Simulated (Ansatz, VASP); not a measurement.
## YHSe in VASP and in Ansatz

Contents of INCAR:

```
PREC     = Accurate       # precision mode
ENCUT    = 520            # plane-wave cutoff, eV
EDIFF    = 1E-6           # SCF threshold, eV
ISMEAR   = 0              # smearing method
SIGMA    = 0.1            # smearing width, eV
LREAL    = False          # projectors in reciprocal space
LASPH    = True           # aspherical terms in the spheres
NELM     = 100            # most SCF steps
ALGO     = Normal         # electronic algorithm
ISIF     = 2              # what is computed and relaxed
LWAVE    = False          # write WAVECAR
LCHARG   = False          # write CHGCAR
GGA      = CA             # functional
NBANDS   = 16             # bands
```

File KPOINTS:

```
regular mesh
0
Gamma
  6 6 6
```

File POSCAR:

```
YHSe
1.0
    3.8409313358      0.0000000000      0.0000000000
   -1.9204656679      3.3263441110      0.0000000000
    0.0000000000      0.0000000000      3.9155495600
Y H Se
1 1 1
Direct
    0.0000000000      0.0000000000      0.0000000000
    0.3333333300      0.6666666700      0.0000000000
    0.6666666700      0.3333333300      0.5000000000
```

Input for Ansatz:

```yaml
crystal:
  lattice:
    - [3.8409313358, 0.0, 0.0]
    - [-1.9204656679, 3.326344111, 0.0]
    - [0.0, 0.0, 3.91554956]
  atoms:
    - { symbol: "Y", position: [0.0, 0.0, 0.0] }
    - { symbol: H, position: [0.33333333, 0.66666667, 0.0] }
    - { symbol: Se, position: [0.66666667, 0.33333333, 0.5] }
basis:
  ecutwfc: 420
kpoints:
  mp_grid: { grid: [6, 6, 6] }
hamiltonian:
  xc: lda
scf:
  occupations: { method: gaussian, width: 0.1 }
output:
  forces: true
  stress: true
  eigenvalues: true
```

The cell comes from a database or a generator and needn't be the stable form of this composition.

Alike in both runs: task single point; functional LDA; k mesh 6 × 6 × 6; occupations gaussian, width 0.1 eV; no spin polarisation.

|  | VASP | Ansatz |
| --- | --- | --- |
| version | VASP 6.6.1 | Ansatz 0.2.0 |
| potentials or method | VASP PAW LDA potentials, release 64 (Y_sv, H, Se) | scalar-relativistic, plane waves, PAW |
| plane-wave cutoff (eV) | 520 | 420 |
| valence electrons in the cell | 18 | 28 |

Ansatz gave:

| Quantity | Value |
| --- | --- |
| gap on the k mesh at the Fermi level (eV) | 1.37 |
| least direct gap on the mesh (eV) | 1.74 |
| pressure (GPa) | -5.6 |
| largest component of the traceless stress (GPa) | 0.49 |

**Question.** Which values does VASP return?

**Answer.** gap on the k mesh at the Fermi level (eV): 1.36; least direct gap on the mesh (eV): 1.73; pressure (GPa): -5.5; largest component of the traceless stress (GPa): 0.49.

The two sets of potentials don't hold the same shells in valence.

A k mesh can miss the band edges. LDA gaps usually lie below the measured ones, often by a third to a half.
